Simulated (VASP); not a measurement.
# FeGe: formation energy of interstitial Li, part 5 of 6

Aim: the formation energy and local structure of interstitial Li in FeGe. The start is a cell from a database of measured crystal structures.

VASP 6.6.1, plane waves and PAW; the level of theory is named at each step.

So far. Step 6 (Reference Fe): The run ended after 3 ionic steps, 0.059 eV below its first step, once forces and stress met EDIFFG = -0.02. Step 6 (Reference Fe): Energy at zero smearing: -8.92737 eV.

The database entry behind the starting cell differs from later determinations by our own check (about 0.2 % short), so it need not match the best structure at ambient conditions.

### 7. Reference Ge

This step: PBEsol; plane waves and PAW (Ge) (VASP 6.6.1).

System of this step: Ge. It takes space group Fd-3m (No. 227, cubic). The conventional cell has a = 5.660 Å, b = 5.660 Å, c = 5.660 Å, α = 90.00°, β = 90.00°, γ = 90.00°. Nearest to Ge lie 4 Ge at 2.45 Å.

Ge is not exchanged here; its energy serves the host's formation enthalpy.

INCAR reads:

```
SYSTEM = Ge
PREC = Normal
ENCUT = 300
EDIFF = 1E-05
NELM = 120
ISMEAR = 0
SIGMA = 0.1
LREAL = Auto
ALGO = Fast
GGA = PS
NBANDS = 10
LORBIT = 11
LWAVE = .FALSE.
LCHARG = .FALSE.
KPAR = 4
LASPH = .TRUE.
IBRION = 2
NSW = 25
ISIF = 3
EDIFFG = -0.02
POTIM = 0.4
```

POSCAR reads:

```
Ge
1.0
    0.0000000000      2.8300000000      2.8300000000
    2.8300000000      0.0000000000      2.8300000000
    2.8300000000      2.8300000000      0.0000000000
Ge
2
Direct
    0.0000000000      0.0000000000      0.0000000000
    0.2500000000      0.2500000000      0.2500000000
```

KPOINTS reads:

```
Automatic mesh
0
Gamma
8 8 8
0 0 0
```

Potentials, in the order of the species: Ge (PBE family, release 64).

Command:

```console
$ mpirun -np 4 vasp_std
```

What it wrote:

```text
[banner, memory and clock lines left out]
running    4 mpi-ranks, on    1 nodes
 distrk:  each k-point on    1 cores,    4 groups
 distr:  one band on    1 cores,    1 groups

 POSCAR found type information on POSCAR Ge
 POSCAR found :  1 types and       2 ions
 [... a notice as in an earlier step ...]

 [... a notice as in an earlier step ...]

 LDA part: xc-table for (Slater+PW92), standard interpolation
 POSCAR, INCAR and KPOINTS ok, starting setup
 FFT: planning ... GRIDC
 FFT: planning ... GRID_SOFT
 FFT: planning ... GRID
 WAVECAR not read
 entering main loop
       N       E                     dE             d eps       ncg     rms          rms(c)
DAV:   1     0.630124423968E+01    0.63012E+01   -0.25051E+03   588   0.433E+02
DAV:   2    -0.944096948061E+01   -0.15742E+02   -0.15170E+02   786   0.721E+01
DAV:   3    -0.990648874668E+01   -0.46552E+00   -0.46458E+00   738   0.124E+01
DAV:   4    -0.990786820073E+01   -0.13795E-02   -0.13794E-02   708   0.693E-01
DAV:   5    -0.990787001868E+01   -0.18179E-05   -0.18177E-05   682   0.265E-02    0.312E+00
RMM:   6    -0.982329402068E+01    0.84576E-01   -0.21688E-02   580   0.782E-01    0.189E+00
RMM:   7    -0.977891637221E+01    0.44378E-01   -0.54918E-02   580   0.135E+00    0.118E-01
RMM:   8    -0.977956202996E+01   -0.64566E-03   -0.31050E-03   580   0.401E-01    0.321E-02
RMM:   9    -0.977962604719E+01   -0.64017E-04   -0.38877E-04   580   0.139E-01    0.287E-02
RMM:  10    -0.977963286056E+01   -0.68134E-05   -0.48155E-05   554   0.481E-02
   1 F= -.97796329E+01 E0= -.97793332E+01  d E =-.977963E+01
 curvature:   0.00 expect dE= 0.000E+00 dE for cont linesearch  0.000E+00
 trial: gam= 0.00000 g(F)=  0.142E-46 g(S)=  0.120E-01 ort = 0.000E+00 (trialstep = 0.100E+01)
 search vector abs. value=  0.120E-01
 bond charge predicted
       N       E                     dE             d eps       ncg     rms          rms(c)
DAV:   1    -0.978940859813E+01   -0.97826E-02   -0.16409E-01   634   0.187E+00    0.318E-01
RMM:   2    -0.978570861971E+01    0.37000E-02   -0.22915E-03   580   0.325E-01    0.177E-01
RMM:   3    -0.978384960617E+01    0.18590E-02   -0.24570E-03   580   0.268E-01    0.326E-02
RMM:   4    -0.978386091014E+01   -0.11304E-04   -0.13099E-04   580   0.778E-02    0.220E-02
RMM:   5    -0.978386378047E+01   -0.28703E-05   -0.91758E-06   436   0.192E-02
   2 F= -.97838638E+01 E0= -.97835409E+01  d E =-.423092E-02
 trial-energy change:   -0.004231  1 .order   -0.004402   -0.012041    0.003237
 step:   0.7765(harm=  0.7881)  dis= 0.00000  next Energy=    -9.784228 (dE=-0.459E-02)
 bond charge predicted
       N       E                     dE             d eps       ncg     rms          rms(c)
DAV:   1    -0.978449245676E+01   -0.63155E-03   -0.83163E-03   638   0.427E-01    0.711E-02
RMM:   2    -0.978431364769E+01    0.17881E-03   -0.10759E-04   580   0.721E-02    0.396E-02
RMM:   3    -0.978422557898E+01    0.88069E-04   -0.12047E-04   580   0.594E-02    0.731E-03
RMM:   4    -0.978422605092E+01   -0.47194E-06   -0.64433E-06   384   0.172E-02
   3 F= -.97842261E+01 E0= -.97839160E+01  d E =-.459319E-02
 curvature:  -0.39 expect dE=-0.378E-07 dE for cont linesearch -0.378E-07
 trial: gam=-0.00282 g(F)=  0.124E-46 g(S)=  0.962E-07 ort = 0.340E-04 (trialstep = 0.955E+00)
 search vector abs. value=  0.101E-09
 reached required accuracy - stopping structural energy minimisation
```

Elapsed: 11 s, on 4 MPI ranks of Intel Xeon Platinum 8488C (Sapphire Rapids), shared host; peak memory 0.45 GiB; 21 s of CPU time.

From OUTCAR (step 7):

```text
   k-points           NKPTS =     29   k-points in BZ     NKDIM =     29   number of bands    NBANDS=     10

   ENCUT  =  300.0 eV  22.05 Ry    4.70 a.u.   5.65  5.65  5.65*2*pi/ulx,y,z

   NELECT =       8.0000    total number of electrons

 E-fermi :   3.4535

 k-point     1 :       0.0000    0.0000    0.0000
  band No.  band energies     occupation
      1      -9.1757      2.00000
      2       3.2949      1.97506
      3       3.4616      0.90822
      4       3.4616      0.90822
      5       3.4616      0.90821
      6       5.9692      0.00000
      7       5.9692      0.00000
      8       5.9692      0.00000
      9       9.6186      0.00000
     10      12.6743      0.00000

  Total        0.0012892      0.0012892      0.0012892      0.0000000      0.0000000     -0.0000000
  in kB        0.0446451      0.0446451      0.0446451      0.0000000      0.0000000     -0.0000000
  external PRESSURE =       0.0446451 kB  Pullay stress =       0.0000000 kB

 POSITION                                       TOTAL-FORCE (eV/Angst)
 -----------------------------------------------------------------------------------
      0.00000      0.00000      0.00000         0.000000      0.000000      0.000000
      1.42467      1.42467      1.42467        -0.000000     -0.000000     -0.000000
 -----------------------------------------------------------------------------------
    total drift:                               -0.000000     -0.000000     -0.000000

  FREE ENERGIE OF THE ION-ELECTRON SYSTEM (eV)
  ---------------------------------------------------
  free  energy   TOTEN  =        -9.7842260509 eV

  energy  without entropy=       -9.7836060478  energy(sigma->0) =       -9.78391605

[... 1 part as in an earlier step ...]

[... 15 further parts left out ...]
```

CONTCAR:

```
Ge
   1.00000000000000
    -0.0000000000000000    2.8493384368854806    2.8493384368854806
     2.8493384368854806   -0.0000000000000000    2.8493384368854806
     2.8493384368854806    2.8493384368854806    0.0000000000000000
  Ge
     2
Direct
     0.0000000000000000    0.0000000000000000    0.0000000000000000
     0.2500000000000000    0.2500000000000000    0.2500000000000000
```

Step by step:

```
step  energy less that of the first step (eV)  largest force (eV/Å)  pressure (GPa)  volume (Å³)
   1                                   0.0000                0.0000            1.61        45.33
   2                                  -0.0042                0.0000           -0.42        46.54
   3                                  -0.0046                0.0000            0.00        46.27
```

```
conventional cell, symmetrised  before  after  change
                         a (Å)   5.660  5.699  +0.7 %
                         b (Å)   5.660  5.699  +0.7 %
                         c (Å)   5.660  5.699  +0.7 %
              volume (Å³/atom)   22.67  23.13  +2.1 %
```

Final coordinates:

```cif
data_structure
_symmetry_space_group_name_H-M 'P 1'
_symmetry_Int_Tables_number 1
_cell_length_a 4.0296
_cell_length_b 4.0296
_cell_length_c 4.0296
_cell_angle_alpha 60.000
_cell_angle_beta 60.000
_cell_angle_gamma 60.000
_cell_volume 46.27
loop_
_atom_site_label
_atom_site_type_symbol
_atom_site_fract_x
_atom_site_fract_y
_atom_site_fract_z
_atom_site_occupancy
Ge1 Ge 0.00000 0.00000 0.00000 1
Ge2 Ge 0.25000 0.25000 0.25000 1
```

This step gave:

* electronic cycles: 19
* free energy (TOTEN): -9.784 eV
* energy at zero smearing: -9.784 eV
* Fermi energy: 3.454 eV

The run ended after 3 ionic steps, 0.005 eV below its first step, once forces and stress met EDIFFG = -0.02.

Semilocal functionals make gaps too small and can close small ones, so a metal at this level may be a semiconductor in fact.

Energy at zero smearing: -9.78392 eV.

### 8. Relaxing the defect

This step: PBEsol, spin-polarised from a ferromagnetic start; plane waves and PAW (Ge, Fe, Li) (VASP 6.6.1).

System of this step: LiFe16Ge16. The cell holds 33 atoms: 16 Ge, 16 Fe and 1 Li. Its edges and angles: a = 7.975 Å, b = 7.975 Å, c = 7.975 Å, α = 109.5°, β = 109.5°, γ = 109.5°. It derives from FeGe. Nearest the centre at fractional (0.250, 0.250, 0.000): Li33 at 0.00 Å, Ge14 at 1.88 Å, Ge12 at 1.88 Å, Ge1 at 1.88 Å, Fe27 at 1.90 Å, Fe29 at 1.90 Å, Fe18 at 1.90 Å, Ge7 at 2.72 Å.

The host is treated as a metal, since its gap is under 0.3 eV or closed. The run keeps 3 symmetry operations, which cuts the number of k-points but bars distortions that break them. The atoms relax at the host's fixed cell.

INCAR reads:

```
SYSTEM = LiFe16Ge16
PREC = Normal
ENCUT = 300
EDIFF = 1E-05
NELM = 120
ISMEAR = 1
SIGMA = 0.2
LREAL = Auto
ALGO = Fast
GGA = PS
NBANDS = 148
ISPIN = 2
MAGMOM = 0 0 0 0 0 0 0 0 0 0 0 0 0 0 0 0 3 3 3 3 3 3 3 3 3 3 3 3 3 3 3 3 0
LASPH = .TRUE.
LMAXMIX = 4
LORBIT = 11
LWAVE = .FALSE.
LCHARG = .TRUE.
KPAR = 4
IBRION = 2
NSW = 50
ISIF = 2
EDIFFG = -0.03
POTIM = 0.4
MAXMIX = 40
ISYM = 2
```

POSCAR reads:

```
LiFe16Ge16
1.0
   -4.6046512967      4.6046512967      4.6046512967
    4.6046512967     -4.6046512967      4.6046512967
    4.6046512967      4.6046512967     -4.6046512967
Ge Fe Li
16 16 1
Direct
    0.5000000000      0.4083621000      0.2500000000
    0.0000000000      0.9083621000      0.2500000000
    0.0000000000      0.4083621000      0.7500000000
    0.5000000000      0.9083621000      0.7500000000
    0.4083621000      0.2500000000      0.5000000000
    0.9083621000      0.7500000000      0.5000000000
    0.9083621000      0.2500000000      0.0000000000
    0.4083621000      0.7500000000      0.0000000000
    0.2500000000      0.5000000000      0.4083621000
    0.7500000000      0.0000000000      0.4083621000
    0.7500000000      0.5000000000      0.9083621000
    0.2500000000      0.0000000000      0.9083621000
    0.8416379000      0.8416379000      0.8416379000
    0.3416379000      0.3416379000      0.8416379000
    0.3416379000      0.8416379000      0.3416379000
    0.8416379000      0.3416379000      0.3416379000
    0.5000000000      0.6138707900      0.7500000000
    0.0000000000      0.1138707900      0.7500000000
    0.0000000000      0.6138707900      0.2500000000
    0.5000000000      0.1138707900      0.2500000000
    0.6138707900      0.7500000000      0.5000000000
    0.1138707900      0.2500000000      0.5000000000
    0.1138707900      0.7500000000      0.0000000000
    0.6138707900      0.2500000000      0.0000000000
    0.7500000000      0.5000000000      0.6138707900
    0.2500000000      0.0000000000      0.6138707900
    0.2500000000      0.5000000000      0.1138707900
    0.7500000000      0.0000000000      0.1138707900
    0.1361292100      0.1361292100      0.1361292100
    0.6361292100      0.6361292100      0.1361292100
    0.6361292100      0.1361292100      0.6361292100
    0.1361292100      0.6361292100      0.6361292100
    0.2500000000      0.2500000000      0.0000000000
```

KPOINTS reads:

```
Automatic mesh
0
Gamma
4 4 4
0 0 0
```

The projector-augmented-wave data sets are Ge, Fe and Li (PBE family, release 64).

Command:

```console
$ mpirun -np 4 vasp_std
```

What it wrote:

```text
[banner, memory and clock lines left out]
running    4 mpi-ranks, on    1 nodes
 distrk:  each k-point on    1 cores,    4 groups
 distr:  one band on    1 cores,    1 groups

 POSCAR found type information on POSCAR GeFeLi
 POSCAR found :  3 types and      33 ions
 [... a notice as in an earlier step ...]

 LDA part: xc-table for (Slater+PW92), standard interpolation
 POSCAR, INCAR and KPOINTS ok, starting setup
 FFT: planning ... GRIDC
 FFT: planning ... GRID_SOFT
 FFT: planning ... GRID
 WAVECAR not read
 entering main loop
       N       E                     dE             d eps       ncg     rms          rms(c)
DAV:   1     0.122816891977E+04    0.12282E+04   -0.51422E+04  8288   0.915E+02
DAV:   2    -0.109478764071E+03   -0.13376E+04   -0.12510E+04  8288   0.288E+02
DAV:   3    -0.239629560052E+03   -0.13015E+03   -0.11576E+03  8952   0.103E+02
DAV:   4    -0.246974841665E+03   -0.73453E+01   -0.71129E+01 11136   0.243E+01
DAV:   5    -0.247116549909E+03   -0.14171E+00   -0.14113E+00 10904   0.324E+00    0.592E+01
RMM:   6    -0.350606758919E+03   -0.10349E+03   -0.45568E+02  8320   0.885E+01    0.131E+02
RMM:   7    -0.248391342006E+03    0.10222E+03   -0.15392E+02  8288   0.554E+01    0.473E+01
RMM:   8    -0.230335366790E+03    0.18056E+02   -0.37118E+01  8288   0.260E+01    0.363E+01
RMM:   9    -0.234046732092E+03   -0.37114E+01   -0.10137E+01  8288   0.126E+01    0.441E+01
RMM:  10    -0.224915656648E+03    0.91311E+01   -0.55429E+00  8288   0.110E+01    0.141E+01
RMM:  11    -0.225417769821E+03   -0.50211E+00   -0.13348E+00  8288   0.428E+00    0.171E+01
RMM:  12    -0.224190785166E+03    0.12270E+01   -0.77372E-01  8288   0.377E+00    0.622E+00
RMM:  13    -0.224383147660E+03   -0.19236E+00   -0.38716E-01  8288   0.239E+00    0.826E+00
RMM:  14    -0.224220476420E+03    0.16267E+00   -0.25259E-01  8288   0.198E+00    0.519E+00
RMM:  15    -0.224105942787E+03    0.11453E+00   -0.14815E-01  8288   0.122E+00    0.157E+00
RMM:  16    -0.224144861753E+03   -0.38919E-01   -0.64096E-02  8288   0.838E-01    0.328E+00
RMM:  17    -0.224107595784E+03    0.37266E-01   -0.34469E-02  8288   0.732E-01    0.114E+00
RMM:  18    -0.224108642958E+03   -0.10472E-02   -0.83529E-03  8498   0.235E-01    0.749E-01
RMM:  19    -0.224109063924E+03   -0.42097E-03   -0.35465E-03  8309   0.143E-01    0.376E-01
RMM:  20    -0.224109612633E+03   -0.54871E-03   -0.15876E-03  8372   0.924E-02    0.221E-01
RMM:  21    -0.224109815467E+03   -0.20283E-03   -0.66168E-04  8632   0.553E-02    0.137E-01
RMM:  22    -0.224109881591E+03   -0.66124E-04   -0.28682E-04  8364   0.355E-02    0.689E-02
RMM:  23    -0.224109886314E+03   -0.47230E-05   -0.12182E-04  7929   0.221E-02    0.235E-02
RMM:  24    -0.224109888871E+03   -0.25568E-05   -0.22017E-05  6037   0.133E-02
   1 F= -.22410989E+03 E0= -.22411824E+03  d E =-.224110E+03  mag=    15.2458
 curvature:   0.00 expect dE= 0.000E+00 dE for cont linesearch  0.000E+00
 trial: gam= 0.00000 g(F)=  0.343E+01 g(S)=  0.000E+00 ort = 0.000E+00 (trialstep = 0.100E+01)
 search vector abs. value=  0.343E+01
 bond charge predicted
       N       E                     dE             d eps       ncg     rms          rms(c)
DAV:   1    -0.225716802653E+03   -0.16069E+01   -0.16412E+02  8452   0.289E+01    0.688E+00
RMM:   2    -0.225976368979E+03   -0.25957E+00   -0.46726E+00  8288   0.861E+00    0.411E+00
RMM:   3    -0.226021409160E+03   -0.45040E-01   -0.10711E+00  8288   0.329E+00    0.179E+00
RMM:   4    -0.226040101588E+03   -0.18692E-01   -0.27565E-01  8300   0.174E+00    0.141E+00
RMM:   5    -0.226040693603E+03   -0.59202E-03   -0.77165E-02  8530   0.954E-01    0.653E-01
RMM:   6    -0.226039482451E+03    0.12112E-02   -0.22493E-02  8919   0.435E-01    0.388E-01
RMM:   7    -0.226038677958E+03    0.80449E-03   -0.45985E-03  8366   0.205E-01    0.312E-01
RMM:   8    -0.226038400232E+03    0.27773E-03   -0.15653E-03  8304   0.132E-01    0.164E-01
RMM:   9    -0.226038334670E+03    0.65563E-04   -0.77417E-04  8279   0.618E-02    0.108E-01
RMM:  10    -0.226038307841E+03    0.26829E-04   -0.12099E-04  8240   0.372E-02    0.486E-02
RMM:  11    -0.226038307135E+03    0.70578E-06   -0.56601E-05  7271   0.180E-02
   2 F= -.22603831E+03 E0= -.22604630E+03  d E =-.192842E+01  mag=    15.2313
[... from here on, the cycles between the ionic steps are left out ...]
   3 F= -.22610716E+03 E0= -.22611535E+03  d E =-.199727E+01  mag=    15.2090
   4 F= -.22634690E+03 E0= -.22635561E+03  d E =-.239733E+00  mag=    15.2281
   5 F= -.22641365E+03 E0= -.22642307E+03  d E =-.306487E+00  mag=    15.2421
   6 F= -.22653010E+03 E0= -.22653974E+03  d E =-.116451E+00  mag=    15.2546
   7 F= -.22658053E+03 E0= -.22659038E+03  d E =-.166877E+00  mag=    15.2698
   8 F= -.22663334E+03 E0= -.22664281E+03  d E =-.528153E-01  mag=    15.2899
   9 F= -.22663902E+03 E0= -.22664827E+03  d E =-.584983E-01  mag=    15.3004
  10 F= -.22666726E+03 E0= -.22667651E+03  d E =-.282355E-01  mag=    15.3066
  11 F= -.22667851E+03 E0= -.22668779E+03  d E =-.394838E-01  mag=    15.3108
  12 F= -.22670078E+03 E0= -.22671000E+03  d E =-.222729E-01  mag=    15.3117
  13 F= -.22670353E+03 E0= -.22671268E+03  d E =-.250203E-01  mag=    15.3125
  14 F= -.22672137E+03 E0= -.22673056E+03  d E =-.178381E-01  mag=    15.3139
  15 F= -.22672582E+03 E0= -.22673503E+03  d E =-.222877E-01  mag=    15.3154
  16 F= -.22673783E+03 E0= -.22674697E+03  d E =-.120110E-01  mag=    15.2965
  17 F= -.22673794E+03 E0= -.22674708E+03  d E =-.121284E-01  mag=    15.2949
  18 F= -.22674445E+03 E0= -.22675370E+03  d E =-.650597E-02  mag=    15.2942
  19 F= -.22674456E+03 E0= -.22675379E+03  d E =-.661088E-02  mag=    15.2944
  20 F= -.22674757E+03 E0= -.22675702E+03  d E =-.301266E-02  mag=    15.3037
  21 F= -.22674765E+03 E0= -.22675714E+03  d E =-.309292E-02  mag=    15.3047
  22 F= -.22674862E+03 E0= -.22675810E+03  d E =-.971508E-03  mag=    15.3055
 trial-energy change:   -0.000972  1 .order   -0.000945   -0.002207    0.000317
 step:   2.1633(harm=  2.1633)  dis= 0.00459  next Energy=  -226.748614 (dE=-0.965E-03)
 bond charge predicted
       N       E                     dE             d eps       ncg     rms          rms(c)
DAV:   1    -0.226748621085E+03   -0.35049E-05   -0.36746E-03  9032   0.137E-01    0.259E-02
RMM:   2    -0.226748626409E+03   -0.53231E-05   -0.69387E-05  8072   0.312E-02
  23 F= -.22674863E+03 E0= -.22675812E+03  d E =-.977849E-03  mag=    15.3055
 curvature:  -1.75 expect dE=-0.734E-03 dE for cont linesearch -0.355E-05
 trial: gam= 0.47003 g(F)=  0.420E-03 g(S)=  0.000E+00 ort = 0.541E-04 (trialstep = 0.241E+01)
 search vector abs. value=  0.789E-03
 reached required accuracy - stopping structural energy minimisation
```

Run time: 40 min. Hardware: 4 MPI ranks; peak memory 2.4 GiB; 2.7 h of CPU time.

(Continued in part 6 of 6.)

[Lines on the potential files, build, host, timing and source positions are cut from VASP's logs without a mark.]

[Logs are printed without paths, hosts, clocks, repeated set-up lines and the standing remarks that a program may print on its own settings, such as how far it seeks lower states.]

[Hosts, paths, dates, database ids (printed as entryN), source tags and the programs' standing remarks are cut or masked in the printed files.]

[In band tables of VASP the shares of atoms and orbitals are scaled to a sum of 1 inside the atoms' spheres.]

[Runs that stopped without an error message from VASP are left out.]
